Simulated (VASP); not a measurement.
Output of a VASP run:

File OSZICAR:
```
       N       E                     dE             d eps       ncg     rms          rms(c)
DAV:   1     0.998790025398E+02    0.99879E+02   -0.70469E+03   480   0.117E+03
DAV:   2     0.312792640553E+00   -0.99566E+02   -0.93920E+02   572   0.264E+02
DAV:   3    -0.619371774629E+01   -0.65065E+01   -0.64771E+01   604   0.622E+01
DAV:   4    -0.645224699538E+01   -0.25853E+00   -0.25823E+00   872   0.104E+01
DAV:   5    -0.645335401370E+01   -0.11070E-02   -0.11070E-02   624   0.706E-01    0.315E+00
DAV:   6    -0.628029733735E+01    0.17306E+00   -0.28308E-01   584   0.277E+00    0.228E+00
DAV:   7    -0.626879503946E+01    0.11502E-01   -0.13384E-01   604   0.216E+00    0.103E+00
DAV:   8    -0.627840770118E+01   -0.96127E-02   -0.16256E-02   660   0.105E+00    0.132E-01
DAV:   9    -0.627909770696E+01   -0.69001E-03   -0.69307E-04   636   0.183E-01    0.829E-02
DAV:  10    -0.627961757954E+01   -0.51987E-03   -0.61050E-04   560   0.174E-01    0.164E-02
DAV:  11    -0.627962404723E+01   -0.64677E-05   -0.20789E-05   648   0.302E-02    0.658E-03
DAV:  12    -0.627962641089E+01   -0.23637E-05   -0.30931E-06   604   0.150E-02    0.511E-03
DAV:  13    -0.627962658072E+01   -0.16982E-06   -0.51631E-07   640   0.411E-03    0.875E-04
DAV:  14    -0.627962667801E+01   -0.97296E-07   -0.18398E-07   588   0.306E-03
   1 F= -.62796267E+01 E0= -.62796267E+01  d E =-.433170E-11
```

**OUTCAR**
```
------------------------ aborting loop because EDIFF is reached ----------------------------------------
  FORCE on cell =-STRESS in cart. coord.  units (eV):
  Direction    XX          YY          ZZ          XY          YZ          ZX
  --------------------------------------------------------------------------------------
  Total        0.1936293      0.1936293      0.1936293      0.0000000      0.0000000      0.0000000
  in kB        4.2434919      4.2434919      4.2434919      0.0000000      0.0000000      0.0000000
  external PRESSURE =       4.2434919 kB  Pullay stress =       0.0000000 kB
  volume of cell :       73.11
      direct lattice vectors                 reciprocal lattice vectors
     0.000000000  3.318761993  3.318761993    -0.150658589  0.150658589  0.150658589
     3.318761993  0.000000000  3.318761993     0.150658589 -0.150658589  0.150658589
     3.318761993  3.318761993  0.000000000     0.150658589  0.150658589 -0.150658589
  FREE ENERGIE OF THE ION-ELECTRON SYSTEM (eV)
  ---------------------------------------------------
  free  energy   TOTEN  =        -6.2796266780 eV

  energy  without entropy=       -6.2796266780  energy(sigma->0) =       -6.27962668
```
(Selected blocks of OUTCAR.)

### POSCAR
```
KBr
1
    0.0000000000     3.3187619929     3.3187619929
    3.3187619929     0.0000000000     3.3187619929
    3.3187619929     3.3187619929     0.0000000000
K Br
1 1
Direct
  0.0000000000   0.0000000000   0.0000000000
  0.5000000000   0.5000000000   0.5000000000
```

### Question
Reconstruct the remaining input files.

### Answer
One answer among several that fit: the input of the run itself, PW91 GGA, plane waves, VASP's PBE PAW potentials (set 64).

### KPOINTS
```
Automatic
0
G
7 7 7
0 0 0
```

**INCAR**
```
SYSTEM=KBr
PREC=Accurate; ENCUT=520; LREAL=F
LASPH=T
EDIFF=1E-7; NELM=100; ALGO=Normal
LMAXMIX=4
ISMEAR=0; SIGMA=0.05
GGA=91
ISIF=2
LWAVE=F; LCHARG=F
```

POTCAR, in this order: K_sv Br (PBE.64 set). Program: vasp_std.

The compound is KBr in the rock salt structure. This cell is one point of a volume scan, at 0.97 of the reference volume.
